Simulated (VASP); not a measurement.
Input of a VASP 6.6.1 run:

INCAR

```
PREC = Accurate ; ENCUT = 600
EDIFF = 1E-6 ; ISMEAR = 0
SIGMA = 0.1 ; LREAL = False
LASPH = True ; NELM = 80
ALGO = Normal ; ISIF = 3
LWAVE = False ; LCHARG = False
GGA = PE ; IBRION = 2
NSW = 90 ; EDIFFG = -0.04
```

File KPOINTS:

```
Automatic mesh
0
Gamma
  6 6 2
```

The input POSCAR:

```
SrRu2
1.0
    3.5593402700      0.0000000000      0.0000000000
   -1.7796701300      3.0824790900      0.0000000000
    0.0000000000      0.0000000000      7.6297743100
Sr Ru
1 2
Direct
    0.0000000000      0.0000000000      0.5000000000
    0.3333333300      0.6666666700      0.8717106800
    0.6666666700      0.3333333300      0.1282893200
```

Potentials or basis: VASP PAW PBE potentials, release 64 (Sr_sv, Ru_pv).

The run is started by

```bash
$ cat potpaw_PBE.64/Sr_sv/POTCAR potpaw_PBE.64/Ru_pv/POTCAR > POTCAR
$ mpirun -np 1 vasp_std > vasp.out
```

**Question.** Estimate the relaxed volume.

**Answer.** 18.76 Å³/atom.

**Question.** What does it give for the band gap on the k mesh?

**Answer.** None (metal or under the smearing width).

**Question.** Predict the relaxed cell.

**Answer.** a = 2.975 Å, b = 2.975 Å, c = 7.339 Å, α = 90.00°, β = 90.00°, γ = 120.00°.

**Question.** Estimate the space group after relaxing (to 0.05 Å).

**Answer.** P-3m1 (No. 164).

Stress tensor (GPa, compression positive):
```
 0.22  0.00  0.00
 0.00  0.22  0.00
 0.00  0.00 -0.09
```

Caveat: the k mesh is coarse (spacing up to 0.41 Å⁻¹), so the values aren't converged; the volume moved by over 15 % at a fixed basis, so the end points are rough.
